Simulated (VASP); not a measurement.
# K2SnSe2: single point with PBE

Crystal: K2SnSe2.

```
CELL_PARAMETERS angstrom
-2.21345 2.21345 7.35997
2.21345 -2.21345 7.35997
2.21345 2.21345 -7.35997
ATOMIC_POSITIONS crystal
K 0.83666 0.83666 0.00000
K 0.16334 0.16334 0.00000
Sn 0.00000 0.00000 0.00000
Se 0.64517 0.64517 0.00000
Se 0.35483 0.35483 0.00000
```

The cell was built by a generator and needn't be a form met in nature.

| Property | Result |
| --- | --- |
| Program | VASP 6.6.1 |
| Task | single point |
| Functional | PBE |
| Potentials or basis | VASP PAW PBE potentials, release 64 (K_sv, Sn_d, Se) |
| Cutoff | 520 eV |
| k mesh | 9 × 9 × 9 |
| Occupations | fermi-dirac, width 0.05 eV |
| Spin | no spin polarisation |
| Further INCAR settings | ALGO = Normal; EDIFF = 1e-07; NBANDS = 30 |

* Pressure: 8.8 GPa
* Largest force: 4.443 eV/Å
* Band gap on the k mesh: 0.42 eV, indirect (least direct gap 0.72 eV)

Forces on the atoms (eV/Å):
```
K    0.000  0.000 -4.443
K    0.000  0.000  4.443
Sn   0.000  0.000  0.000
Se   0.000  0.000 -1.999
Se   0.000  0.000  1.999
```

Stress tensor (GPa, compression positive):
```
-2.04  0.00  0.00
 0.00 -2.04  0.00
 0.00  0.00 30.44
```

Levels at points of the mesh, in eV from the valence-band top:
| k point | band 20 | band 21 | band 22 | band 23 | band 24 | band 25 |
| --- | --- | --- | --- | --- | --- | --- |
| (0.00, 0.00, 0.00) | -0.54 | -0.15 | -0.15 | 2.02 | 2.02 | 2.83 |

Run time: 18 min on 1 thread of Intel(R) Xeon(R) Platinum 8259CL CPU @ 2.50GHz (Skylake/Cascade Lake) (shared host), peak memory 0.7 GiB.

Caveat: spin-orbit coupling is left out, which moves the levels of the heavy elements; an odd mesh through Γ misses points on the zone boundary, where band edges often lie; forces of over 1 eV/Å show positions far from the minimum, so gaps and moduli don't describe the material at rest.
